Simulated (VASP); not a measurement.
A convergence study with VASP on Zn (hcp): a few settings are varied, all else stays as given below, so the limit is that of these other settings.

```yaml
crystal:
  lattice:
    - [1.33000, -2.30363, 0.00000]
    - [1.33000, 2.30363, 0.00000]
    - [0.00000, 0.00000, 4.95000]
  atoms:
    - { symbol: Zn, position: [0.33333, 0.66667, 0.25000] }
    - { symbol: Zn, position: [0.66667, 0.33333, 0.75000] }
```

Computed with PBE GGA, VASP's PBE PAW potentials (set 64) (plane waves; VASP). The last row used: 550 eV cut-off, 24×24×11 Γ-centred mesh, second-order Methfessel-Paxton smearing of 0.40 eV, potentials Zn.

```tsv
setting	E (eV/atom)	pressure (GPa)	irreducible k-points
ISMEAR = -1, SIGMA = 0.01, 9×9×4 mesh	-1.0815	0.02	36
ISMEAR = -1, SIGMA = 0.1, 9×9×4 mesh	…	0.47	36
ISMEAR = 0, SIGMA = 0.01, 9×9×4 mesh	-1.0815	0.03	36
ISMEAR = 0, SIGMA = 0.1, 9×9×4 mesh	…	…	36
ISMEAR = 1, SIGMA = 0.01, 9×9×4 mesh	-1.0814	0.02	36
ISMEAR = 1, SIGMA = 0.2, 9×9×4 mesh	-1.0810	0.23	36
ISMEAR = 2, SIGMA = 0.05, 9×9×4 mesh	-1.0814	0.05	36
ISMEAR = 2, SIGMA = 0.2, 9×9×4 mesh	-1.0809	0.14	36
ISMEAR = -1, SIGMA = 0.01, 18×18×8 mesh	-1.1074	0.22	185
ISMEAR = -1, SIGMA = 0.2, 18×18×8 mesh	-1.1072	0.47	185
ISMEAR = 0, SIGMA = 0.01, 18×18×8 mesh	-1.1073	0.22	185
ISMEAR = 0, SIGMA = 0.2, 18×18×8 mesh	-1.1075	0.25	185
ISMEAR = 1, SIGMA = 0.01, 18×18×8 mesh	-1.1073	0.22	185
ISMEAR = 1, SIGMA = 0.4, 18×18×8 mesh	-1.1076	0.20	185
ISMEAR = 2, SIGMA = 0.05, 18×18×8 mesh	-1.1074	0.22	185
ISMEAR = 2, SIGMA = 0.4, 18×18×8 mesh	-1.1073	0.21	185
ISMEAR = -1, SIGMA = 0.05, 24×24×11 mesh	-1.1073	0.21	366
ISMEAR = -1, SIGMA = 0.2, 24×24×11 mesh	-1.1063	0.47	366
ISMEAR = 0, SIGMA = 0.05, 24×24×11 mesh	-1.1074	0.20	366
ISMEAR = 0, SIGMA = 0.2, 24×24×11 mesh	-1.1073	0.23	366
ISMEAR = 1, SIGMA = 0.05, 24×24×11 mesh	-1.1074	0.20	366
ISMEAR = 1, SIGMA = 0.4, 24×24×11 mesh	-1.1072	0.19	366
ISMEAR = 2, SIGMA = 0.1, 24×24×11 mesh	-1.1074	0.20	366
ISMEAR = 2, SIGMA = 0.4, 24×24×11 mesh	-1.1073	0.18	366
```

Task: Fill in the missing entries.

Result: 
- ISMEAR = -1, SIGMA = 0.1, 9×9×4 mesh, E (eV/atom): -1.0834
- ISMEAR = 0, SIGMA = 0.1, 9×9×4 mesh, E (eV/atom): -1.0812
- ISMEAR = 0, SIGMA = 0.1, 9×9×4 mesh, pressure (GPa): 0.17

Left out are rungs that failed or repeat a setting and relaxations that didn't move; long series are thinned to 24 rows.

The compound is Zn in the hcp structure. The cell was not relaxed at this level.
